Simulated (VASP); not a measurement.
# Germanene and its bilayer, part 2 of 2

What are the lattice, gap and band positions of germanene, and what does a second sheet change?

VASP 6.6.1, plane waves and PAW; the level of theory is named at each step.

So far. Step 12 (A rigid stacking): Energy at zero smearing: -17.06703 eV. Step 13 (Relaxing the bilayer): The run ended after 15 ionic steps, 0.097 eV below its first step, once the forces on the free atoms met EDIFFG = -0.015.

### Step 14. Levels and bands of the bilayer

The same static run as for one sheet shows what the neighbour does to the levels.

File INCAR:

```
SYSTEM = Ge
PREC = Normal
ENCUT = 350
EDIFF = 1E-06
NELM = 120
ISMEAR = 0
SIGMA = 0.03
LREAL = .FALSE.
ALGO = Fast
GGA = PE
IVDW = 12
NBANDS = 14
LORBIT = 11
LWAVE = .FALSE.
LCHARG = .FALSE.
KPAR = 4
IDIPOL = 3
LDIPOL = .TRUE.
DIPOL = 0.5 0.5 0.5
LVHAR = .TRUE.
LVACPOTAV = .TRUE.
NEDOS = 1500
```

File POSCAR:

```
Ge
1.0
    4.0367434961      0.0000000000      0.0000000000
   -2.0183717481      3.4959224162      0.0000000000
    0.0000000000      0.0000000000     21.4961784408
Ge
4
Direct
    0.3333333300      0.6666666700      0.4022481097
    0.6666666700      0.3333333300      0.4388105872
    0.6666666700      0.3333333300      0.5611894128
    0.0000000000      0.0000000000      0.5977518903
```

File KPOINTS:

```
Automatic mesh
0
Gamma
9 9 1
0 0 0
```

File KPOINTS_OPT:

```
Line mode
14
Line-mode
Reciprocal
  0.00000000   0.00000000   0.00000000 GAMMA
  0.50000000   0.00000000   0.00000000 M

  0.50000000   0.00000000   0.00000000 M
  0.33333333   0.33333333   0.00000000 K

  0.33333333   0.33333333   0.00000000 K
  0.00000000   0.00000000   0.00000000 GAMMA
```

The projector-augmented-wave data sets are Ge (PBE family, release 64).

Started as:

```console
$ mpirun -np 4 vasp_std
```

Run time: 13 s. Hardware: 4 MPI ranks of Intel Xeon Platinum 8259CL at 2.50GHz (Skylake/Cascade Lake), shared host; peak memory 0.8 GiB; 51 s of CPU time.

Numbers from this step:

```yaml
electronic_cycles: 20
fermi_energy: -2.259 eV
vacuum_levels: 2.366, 2.366 eV
work_functions_of_the_upper_and_lower_face: 4.625, 4.625 eV
```

The electronic bands at the labelled points (eV, zero at the Fermi level; # counts the bands kept):

```
          point     #5     #6     #7     #8     #9   #10   #11   #12
              Γ  -0.51  -0.51   0.05   0.05   0.66  1.12  1.73  3.71
0.54 of the way  -2.94  -1.55  -0.90  -0.85   0.82  2.02  2.36  4.13
              M  -2.46  -2.08  -1.42  -1.14   0.73  1.56  1.86  2.79
0.46 of the way  -2.99  -2.66  -2.18  -0.56   0.53  2.45  3.06  3.73
              K  -3.54  -3.54  -1.96  -0.05  -0.05  2.76  4.33  4.33
0.54 of the way  -2.87  -1.87  -1.53  -0.70   1.06  3.30  3.34  3.78
              Γ  -0.51  -0.51   0.05   0.05   0.66  1.12  1.73  3.71
```

Zero at the Fermi level. Table of planar average of the electrostatic potential by height:

```
height (Å)  planar average of the electrostatic potential (eV)
       0.0                                                4.62
       0.5                                                4.62
       1.0                                                4.62
       1.5                                                4.62
       2.0                                                4.62
       2.5                                                4.62
       3.0                                                4.62
       3.5                                                4.62
       4.0                                                4.62
       4.5                                                4.62
       5.0                                                4.62
       5.5                                                4.62
       6.0                                                4.59
       6.5                                                4.50
       7.0                                                4.19
       7.5                                                3.07
       8.0                                               -1.24
       8.5                                               -4.97
       9.0                                               -9.32
       9.5                                               -5.68
      10.0                                               -2.26
      10.5                                                2.42
      11.0                                                2.41
      11.5                                               -2.30
      12.0                                               -5.71
      12.5                                               -9.32
      13.0                                               -4.94
      13.5                                               -1.20
      14.0                                                3.09
      14.5                                                4.19
      15.0                                                4.51
      15.5                                                4.59
      16.0                                                4.62
      16.5                                                4.62
      17.0                                                4.62
      17.5                                                4.62
      18.0                                                4.62
      18.5                                                4.62
      19.0                                                4.62
      19.5                                                4.62
      20.0                                                4.62
      20.5                                                4.62
      21.0                                                4.62
```

Density of states in the PAW spheres, an atom over height of the layer and energy from the Fermi level.

Ten even steps from '0' (0.000 states/eV) to '9' (0.537 states/eV), each cell a mean:
```
6336
2112
6336
9669
5445
3333
5775
6886
6996
3443
2222
1111
0000
0000
2222
3333
1221
4444
2222
6776
3223
3113
```
Columns: height of the layer (Å) from 8.6 to 12.8 (not evenly spaced); rows upwards: energy from the Fermi level (eV) from -7.9 to 0.5.

The map of layer states is cut here 0.5 eV above the Fermi level, so it leaves out the states above that.

The vacuum level lies 4.62 eV above the Fermi level at the upper face; both faces agree, as the slab has next to no dipole.

The program found no field-free point at its default tolerance, but its printed level agrees with the flat part of the planar average.

On this mesh the fine structure of the density of states is sampling noise, and high empty states may be cut by the number of bands.

### Step 15. Derived quantities

This step: monolayer and bilayer, PBE + D3(BJ); plane waves and PAW (VASP 6.6.1).

Derived from the runs above.

This step gave:

```
polarisability per area of the slab or monolayer : 0.2753 Å
gap with spin orbit                              : 0.02410 eV
binding energy                                   : -49.22 meV/Å²
interlayer gap                                   : 2.631 Å
bilayer gap                                      : 0 eV
bilayer level below vacuum                       : 4.625 eV
lattice a                                        : 4.037 Å
lattice b                                        : 4.037 Å
thickness                                        : 0.6981 Å
monolayer gap                                    : 0 eV
```

VASP counts both for electrons: a positive EFIELD is a field along -c, and a positive dipole, in electrons times A, points along -c. Field, by row:

| EFIELD (eV/Å) | dipole along z of the monolayer (e Å) | energy change of the monolayer (eV) |
| --- | --- | --- |
| -0.1 | -0.02698 | -0.001356 |
| 0 | 0 | 0 |
| 0.1 | 0.02698 | -0.001356 |

Rigid sheets, 3.1 Å apart. Stackings, by row:

```csv
stacking,energy above the lowest (meV/Å²)
"same orientation, shift 0.33 0.67",0
"turned by 180 degrees, shift 0.33 0.67",12.24
"turned by 180 degrees, shift 0.00 0.00",16.07
"same orientation, shift 0.67 0.33",19.1
"same orientation, shift 0.00 0.00",21.82
```

The polarisability is the slope of the dipole against the field, as a volume for each unit of area.

### Step 16. What came out

```yaml
lattice_a: 4.04 Å
monolayer_gap: 0 eV
gap_with_spin_orbit: 0.0241 eV
binding_energy: -49.2 meV/Å²
interlayer_gap: 2.63 Å
bilayer_gap: 0 eV
polarisability_per_area_of_the_slab_or_monolayer: 0.275 Å
```

**Reading.** The monolayer relaxes to a = 4.037 Å and has no gap (0.02 eV with spin-orbit coupling). The work function is 4.47 eV at both faces. Of 5 rigid stackings the lowest has the upper sheet in the same orientation and shifted by (0.33, 0.67) in cell vectors, and the highest lies 21.8 meV/Å² above it. Relaxed, the sheets lie 2.63 Å apart and bind by 49.2 meV/Å². So short a gap and so strong a binding mean chemical bonds between the sheets, not a van der Waals contact. All runs are without spin polarisation. The bilayer keeps the monolayer's lattice, and only high-symmetry stackings were tried. Levels against the vacuum, binding and the bilayer's gap are without spin-orbit coupling. The smallest cell can't hold a superstructure such as a charge-density wave.

[Lines on the potential files, build, host, timing and source positions are cut from VASP's logs without a mark.]

[Logs are printed without paths, hosts, clocks, repeated set-up lines and the standing remarks that a program may print on its own settings, such as how far it seeks lower states.]

[Hosts, paths, dates, database ids (printed as entryN), source tags and the programs' standing remarks are cut or masked in the printed files.]

[Runs that stopped without an error message from VASP are left out.]
